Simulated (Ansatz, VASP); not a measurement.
**Cross-check of WS2 (Tungstenite) between VASP and Ansatz**

One calculation is typed for both programs; each brings its own data sets. How far apart do they land? The cell is taken from a series of runs on this material, whose earlier steps may have relaxed, scaled, displaced or heated it; both programs get it as it stands.

Calculated with Ansatz 0.2.0; plane waves, with VASP 6.6.1 beside it; zone-centre phonons at PBE.

## Step 1: The structure

Symmetry: P6_3/mmc, No. 194, hexagonal system. The conventional cell has a = 3.188 Å, b = 3.188 Å, c = 14.857 Å, α = 90.00°, β = 90.00°, γ = 120.00°. W has 6 S at 2.42 Å nearest. Nearest to S lie 3 W at 2.42 Å. Farther neighbours and most contacts between anions are not listed.

## Step 2: VASP: zone-centre phonons, PBE

Second derivatives magnify differences that forces hide, and they need a tight electronic threshold.

Lines of VASP's logs that name or quote its potential files are left out, and so is its time.

Contents of INCAR:

```
SYSTEM = WS2
PREC = Accurate
ENCUT = 600
EDIFF = 1E-08
NELM = 120
ISMEAR = 0
SIGMA = 0.01
LREAL = .FALSE.
ALGO = Normal
GGA = PE
NBANDS = 24
LASPH = .TRUE.
LORBIT = 11
LWAVE = .FALSE.
LCHARG = .FALSE.
ISIF = 2
IBRION = 8
LEPSILON = .TRUE.
GGA_COMPAT = .FALSE.
EFERMI = MIDGAP
KPAR = 2
```

Contents of POSCAR:

```
WS2
1.0
    3.1876929207      0.0000000000      0.0000000000
   -1.5938464603      2.7606230488      0.0000000000
    0.0000000000      0.0000000000     14.8569384015
W S
2 4
Direct
    0.3333333333      0.6666666667      0.2500000000
    0.6666666667      0.3333333333      0.7500000000
    0.3333333333      0.6666666667      0.6442487999
    0.6666666667      0.3333333333      0.1442487999
    0.3333333333      0.6666666667      0.8557512001
    0.6666666667      0.3333333333      0.3557512001
```

Contents of KPOINTS:

```
Automatic mesh
0
Gamma
9 9 2
0 0 0
```

PAW data sets: W and S (PBE family, release 64).

Started as:

```bash
$ mpirun -np 2 vasp_std
```

Numbers of over 12 decimals in the logs are rounded to 6 here.

The program printed:

```text
[banner, memory and clock lines left out]
running    2 mpi-ranks, on    1 nodes
 distrk:  each k-point on    1 cores,    2 groups
 distr:  one band on    1 cores,    1 groups

 POSCAR found type information on POSCAR W S
 POSCAR found :  2 types and       6 ions
 LDA part: xc-table for (Slater+PW92), standard interpolation
 POSCAR, INCAR and KPOINTS ok, starting setup
 FFT: planning ... GRIDC
 FFT: planning ... GRID_SOFT
 FFT: planning ... GRID
 WAVECAR not read
 entering main loop
       N       E                     dE             d eps       ncg     rms          rms(c)
DAV:   1     0.224334299906E+03    0.22433E+03   -0.17116E+04  1152   0.146E+03
DAV:   2    -0.300454075626E+02   -0.25438E+03   -0.24520E+03  1576   0.295E+02
DAV:   3    -0.499183539686E+02   -0.19873E+02   -0.19727E+02  1560   0.788E+01
DAV:   4    -0.504194731908E+02   -0.50112E+00   -0.49994E+00  1632   0.137E+01
DAV:   5    -0.504317844274E+02   -0.12311E-01   -0.12306E-01  1560   0.196E+00    0.382E+01
DAV:   6    -0.478932317743E+02    0.25386E+01   -0.12298E+01  1704   0.172E+01    0.172E+01
DAV:   7    -0.475884019017E+02    0.30483E+00   -0.33100E+00  1560   0.105E+01    0.874E+00
DAV:   8    -0.474674420377E+02    0.12096E+00   -0.42134E-01  1608   0.406E+00    0.125E+00
DAV:   9    -0.474626444717E+02    0.47976E-02   -0.63776E-02  1640   0.134E+00    0.484E-01
DAV:  10    -0.474615769033E+02    0.10676E-02   -0.13256E-02  1616   0.663E-01    0.384E-01
DAV:  11    -0.474617607575E+02   -0.18385E-03   -0.19169E-03  1600   0.271E-01    0.110E-01
DAV:  12    -0.474617957343E+02   -0.34977E-04   -0.66088E-04  1592   0.160E-01    0.542E-02
DAV:  13    -0.474618110933E+02   -0.15359E-04   -0.48214E-05  1536   0.472E-02    0.209E-02
DAV:  14    -0.474618124110E+02   -0.13177E-05   -0.40240E-06  1456   0.127E-02    0.481E-03
DAV:  15    -0.474618126063E+02   -0.19528E-06   -0.72910E-07  1536   0.589E-03    0.428E-03
DAV:  16    -0.474618127119E+02   -0.10558E-06   -0.96551E-08  1696   0.151E-03    0.254E-03
DAV:  17    -0.474618128156E+02   -0.10379E-06   -0.54698E-08  1352   0.156E-03    0.263E-04
DAV:  18    -0.474618128120E+02    0.36353E-08   -0.21706E-09   976   0.351E-04
   1 F= -.47461813E+02 E0= -.47461813E+02  d E =0.000000E+00
 Linear response reoptimize wavefunctions to high precision
DAV:   1    -0.474618128080E+02    0.39831E-08   -0.15923E-09   936   0.210E-04
DAV:   2    -0.474618128080E+02    0.12278E-10   -0.27928E-10   880   0.104E-04
 Linear response G [H, r] |phi>, progress :
  Direction:   1
       N       E                     dE             d eps       ncg     rms
RMM:   1    -0.188198167163E+03   -0.18820E+03   -0.16902E+02  2995   0.960E+01
RMM:   2    -0.151474802083E+03    0.36723E+02   -0.21681E+01  1872   0.276E+01
RMM:   3    -0.151961587109E+03   -0.48679E+00   -0.14483E+00  2007   0.475E+00
RMM:   4    -0.151995104177E+03   -0.33517E-01   -0.52224E-02  2045   0.999E-01
RMM:   5    -0.151997013148E+03   -0.19090E-02   -0.41828E-03  2098   0.240E-01
RMM:   6    -0.151997166858E+03   -0.15371E-03   -0.39631E-04  2136   0.633E-02
RMM:   7    -0.151997179113E+03   -0.12256E-04   -0.10964E-04  2224   0.192E-02
RMM:   8    -0.151997180357E+03   -0.12440E-05    0.25627E-05  2309   0.752E-03
RMM:   9    -0.151997180406E+03   -0.49187E-07    0.95349E-05  2364   0.447E-03
RMM:  10    -0.151997180688E+03   -0.28153E-06    0.28441E-06  2291   0.369E-03
RMM:  11    -0.151997180730E+03   -0.42530E-07   -0.38220E-05  1995   0.344E-03
RMM:  12    -0.151997180531E+03    0.19974E-06   -0.23063E-05  1693   0.336E-03
RMM:  13    -0.151997180526E+03    0.49017E-08   -0.78785E-05  1596   0.335E-03
RMM:  14    -0.151997180479E+03    0.46427E-07   -0.38625E-05  1526   0.334E-03
 Linear response G [H, r] |phi>, progress :
  Direction:   2
       N       E                     dE             d eps       ncg     rms
RMM:   1    -0.193455476573E+03   -0.19346E+03   -0.30641E+02  2946   0.941E+01
RMM:   2    -0.160875706608E+03    0.32580E+02   -0.18733E+01  1921   0.262E+01
RMM:   3    -0.161351381963E+03   -0.47568E+00   -0.13719E+00  1986   0.436E+00
RMM:   4    -0.161385750500E+03   -0.34369E-01   -0.57719E-02  2036   0.101E+00
RMM:   5    -0.161387719486E+03   -0.19690E-02   -0.44546E-03  2099   0.243E-01
RMM:   6    -0.161387891750E+03   -0.17226E-03   -0.36464E-04  2141   0.636E-02
RMM:   7    -0.161387903754E+03   -0.12004E-04   -0.20479E-05  2219   0.188E-02
RMM:   8    -0.161387905008E+03   -0.12536E-05   -0.61620E-05  2292   0.699E-03
RMM:   9    -0.161387906021E+03   -0.10136E-05   -0.83118E-05  2346   0.405E-03
RMM:  10    -0.161387905602E+03    0.41875E-06   -0.15493E-04  2230   0.330E-03
RMM:  11    -0.161387905892E+03   -0.28963E-06   -0.66770E-05  1962   0.303E-03
RMM:  12    -0.161387905239E+03    0.65272E-06   -0.51358E-05  1694   0.297E-03
RMM:  13    -0.161387905059E+03    0.18049E-06   -0.71334E-05  1614   0.295E-03
RMM:  14    -0.161387904853E+03    0.20614E-06   -0.69520E-05  1564   0.295E-03
[...]
RMM:   7    -0.414222836643E+01   -0.22608E-03   -0.56489E-05  4296   0.294E-02    0.136E-02
RMM:   8    -0.414427311918E+01   -0.20448E-02    0.13897E-04  4342   0.128E-02    0.362E-03
RMM:   9    -0.414454820629E+01   -0.27509E-03    0.35635E-05  4357   0.482E-03    0.113E-03
RMM:  10    -0.414456618696E+01   -0.17981E-04    0.18973E-05  4308   0.191E-03    0.285E-04
[...]
RMM:   5    -0.107768852847E+00   -0.39475E-04   -0.20106E-05  6981   0.134E-02    0.427E-03
RMM:   6    -0.107780895444E+00   -0.12043E-04    0.38406E-07  6891   0.350E-03    0.733E-04
RMM:   7    -0.107780048715E+00    0.84673E-06    0.21580E-06  7230   0.830E-04    0.277E-04
RMM:   8    -0.107778716358E+00    0.13324E-05    0.26228E-07  7277   0.327E-04    0.627E-05
RMM:   9    -0.107778618830E+00    0.97528E-07   -0.33447E-07  7523   0.113E-04    0.306E-05
RMM:  10    -0.107778653641E+00   -0.34811E-07    0.14079E-07  7216   0.633E-05    0.673E-06
RMM:  11    -0.107778693916E+00   -0.40275E-07    0.57750E-08  7441   0.375E-05    0.265E-06
RMM:  12    -0.107778702042E+00   -0.81267E-08    0.97600E-08  7011   0.312E-05    0.790E-07
 first order change of Fermi-energy  -0.96484E-04
 force on displaced ion       1 direction 1 : -20.877  -0.000   0.000
 Born effective charge ion    1 direction 1 :  -0.534   0.001   0.000
 Linear response progress:
  Degree of freedom:   2/  4
       N       E                     dE             d eps       ncg     rms          rms(c)
RMM:   1    -0.164746576796E+00   -0.16475E+00   -0.16815E-01  2428   0.155E+00
RMM:   2    -0.146429529738E+00    0.18317E-01   -0.75076E-03  1845   0.429E-01    0.200E-01
RMM:   3    -0.145743764928E+00    0.68576E-03   -0.73875E-04  1924   0.116E-01    0.118E-01
RMM:   4    -0.145623267480E+00    0.12050E-03   -0.48705E-04  1848   0.988E-02    0.443E-02
RMM:   5    -0.145746316492E+00   -0.12305E-03   -0.28234E-05  1997   0.217E-02    0.166E-02
RMM:   6    -0.145790795788E+00   -0.44479E-04   -0.14597E-05  1914   0.125E-02    0.218E-03
RMM:   7    -0.145787651379E+00    0.31444E-05    0.41678E-07  2098   0.219E-03    0.125E-03
RMM:   8    -0.145793186867E+00   -0.55355E-05   -0.93826E-07  2038   0.108E-03    0.315E-04
RMM:   9    -0.145792800623E+00    0.38624E-06    0.15080E-07  2162   0.340E-04    0.920E-05
RMM:  10    -0.145792851874E+00   -0.51251E-07    0.21347E-07  2209   0.147E-04    0.301E-05
RMM:  11    -0.145792880233E+00   -0.28360E-07    0.27972E-08  2123   0.755E-05    0.118E-05
RMM:  12    -0.145792848163E+00    0.32071E-07    0.12339E-07  2195   0.516E-05    0.698E-06
RMM:  13    -0.145792851855E+00   -0.36923E-08    0.23758E-08  2277   0.350E-05    0.356E-06
 first order change of Fermi-energy  -0.11539E-05
 force on displaced ion       1 direction 3 :   0.000  -0.000 -31.803
 Born effective charge ion    1 direction 3 :  -0.000   0.000  -0.159
 Linear response progress:
  Degree of freedom:   3/  4
       N       E                     dE             d eps       ncg     rms          rms(c)
RMM:   1    -0.945927291355E-01   -0.94593E-01    0.10597E-02  9164   0.162E+00
RMM:   2    -0.934469201960E-01    0.11458E-02   -0.25281E-03  6391   0.294E-01    0.125E-01
RMM:   3    -0.937495110719E-01   -0.30259E-03   -0.18864E-04  7107   0.601E-02    0.741E-02
RMM:   4    -0.941649404454E-01   -0.41543E-03   -0.94940E-05  6819   0.412E-02    0.118E-02
RMM:   5    -0.940776904375E-01    0.87250E-04   -0.55362E-06  7298   0.117E-02    0.561E-03
RMM:   6    -0.940545581741E-01    0.23132E-04    0.24670E-06  7398   0.370E-03    0.215E-03
RMM:   7    -0.940763990631E-01   -0.21841E-04   -0.96382E-07  6977   0.205E-03    0.691E-04
RMM:   8    -0.940747565836E-01    0.16425E-05    0.93508E-07  7458   0.579E-04    0.127E-04
RMM:   9    -0.940746112963E-01    0.14529E-06   -0.52049E-08  7929   0.186E-04    0.857E-05
RMM:  10    -0.940741541779E-01    0.45712E-06    0.44410E-07  7459   0.104E-04    0.165E-05
RMM:  11    -0.940743191471E-01   -0.16497E-06   -0.40547E-07  7668   0.642E-05    0.861E-06
RMM:  12    -0.940743661084E-01   -0.46961E-07   -0.13261E-07  7417   0.514E-05    0.251E-06
RMM:  13    -0.940743562323E-01    0.98761E-08   -0.19247E-07  7338   0.471E-05    0.815E-07
RMM:  14    -0.940743520243E-01    0.42081E-08   -0.20508E-07  5884   0.453E-05    0.251E-07
RMM:  15    -0.940743518367E-01    0.18751E-09   -0.20002E-07  4776   0.450E-05    0.598E-08
 first order change of Fermi-energy   0.73750E-04
 force on displaced ion       3 direction 1 : -10.099   0.001  -0.001
 Born effective charge ion    3 direction 1 :   0.263  -0.000  -0.000
 Linear response progress:
  Degree of freedom:   4/  4
       N       E                     dE             d eps       ncg     rms          rms(c)
RMM:   1    -0.155730492083E+00   -0.15573E+00    0.11895E-02  2669   0.168E+00
RMM:   2    -0.150865448956E+00    0.48650E-02   -0.40536E-03  1885   0.342E-01    0.341E-01
RMM:   3    -0.150811085712E+00    0.54363E-04   -0.38853E-04  1964   0.101E-01    0.244E-01
RMM:   4    -0.151018327124E+00   -0.20724E-03   -0.22295E-04  1978   0.543E-02    0.293E-02
RMM:   5    -0.151028401809E+00   -0.10075E-04   -0.16303E-05  1981   0.269E-02    0.126E-02
RMM:   6    -0.151020301195E+00    0.81006E-05   -0.47167E-06  2098   0.916E-03    0.306E-03
RMM:   7    -0.151020186669E+00    0.11453E-06    0.91923E-06  2126   0.228E-03    0.214E-03
RMM:   8    -0.151022645058E+00   -0.24584E-05    0.98694E-06  2136   0.958E-04    0.111E-03
RMM:   9    -0.151028630602E+00   -0.59855E-05    0.17675E-06  2042   0.871E-04    0.299E-04
RMM:  10    -0.151029359646E+00   -0.72904E-06    0.17405E-06  2222   0.339E-04    0.266E-04
RMM:  11    -0.151030577763E+00   -0.12181E-05    0.67048E-07  2085   0.427E-04    0.116E-04
RMM:  12    -0.151031150312E+00   -0.57255E-06    0.10549E-06  2214   0.211E-04    0.831E-05
RMM:  13    -0.151031355942E+00   -0.20563E-06    0.16016E-06  2255   0.127E-04    0.356E-05
RMM:  14    -0.151031393720E+00   -0.37778E-07    0.15085E-06  2236   0.684E-05    0.108E-05
RMM:  15    -0.151031361172E+00    0.32548E-07    0.13282E-06  2240   0.499E-05    0.617E-06
RMM:  16    -0.151031333788E+00    0.27384E-07    0.13352E-06  2247   0.421E-05    0.323E-06
RMM:  17    -0.151031330356E+00    0.34316E-08    0.13270E-06  2315   0.370E-05    0.129E-06
RMM:  18    -0.151031327945E+00    0.24110E-08    0.12844E-06  1900   0.358E-05    0.585E-07
RMM:  19    -0.151031326550E+00    0.13951E-08    0.13619E-06  1588   0.348E-05    0.155E-07
RMM:  20    -0.151031326894E+00   -0.34341E-09    0.13372E-06  1411   0.348E-05    0.137E-07
RMM:  21    -0.151031326144E+00    0.74998E-09    0.13779E-06  1349   0.347E-05    0.637E-08
 first order change of Fermi-energy  -0.53549E+00
 force on displaced ion       3 direction 3 :  -0.000  -0.000 -17.924
 Born effective charge ion    3 direction 3 :   0.000   0.000   0.080
 Born effective charges drift removed
 Linear response finished
```

(Part 1 of 3 ends here.)

[Lines on the potential files, build, host, timing and source positions are cut from VASP's logs without a mark.]

[Logs are printed without paths, hosts, clocks, repeated set-up lines and the standing remarks that a program may print on its own settings, such as how far it seeks lower states.]

[Hosts, paths, dates, database ids (printed as entryN), source tags and the programs' standing remarks are cut or masked in the printed files.]
